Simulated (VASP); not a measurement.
Here is the system:

```
Tc2N
1.0
    2.82470     0.00000     0.00000
   -1.41235     2.44626     0.00000
    0.00000     0.00000     9.68079
Tc N
4 2
Direct
  0.33333   0.66667   0.39245
  0.66667   0.33333   0.60755
  0.66667   0.33333   0.89245
  0.33333   0.66667   0.10755
  0.33333   0.66667   0.75000
  0.66667   0.33333   0.25000
```

The numbers are results of LDA (Ceperley-Alder, Perdew-Zunger), VASP's LDA PAW potentials (set 64) (plane waves; VASP), not measurements. Run with 400 eV cut-off, 11×11×3 Γ-centred mesh, Gaussian smearing of 0.10 eV, potentials Tc_pv N.

At this cut-off the stress carries a Pulay error, which pulls relaxed volumes low.

Q: Give the force on each atom (eV/Å).

A: 
```
atom     Fx     Fy      Fz
----  -----  -----  ------
Tc1   0.000  0.000  -0.306
Tc2   0.000  0.000   0.306
Tc3   0.000  0.000  -0.306
Tc4   0.000  0.000   0.306
N5    0.000  0.000   0.000
N6    0.000  0.000   0.000
```

Q: Give the stress tensor in GPa (positive for a compressed cell).

A: 
```
-15.09    0.00    0.00
  0.00  -15.09    0.00
  0.00    0.00  -16.25
```
The pressure is its mean diagonal, -15.48 GPa.

The structure comes from a computed database's Tc2N entry (P6_3/mmc); how it stands against other phases isn't given here. The cell was not relaxed at this level.
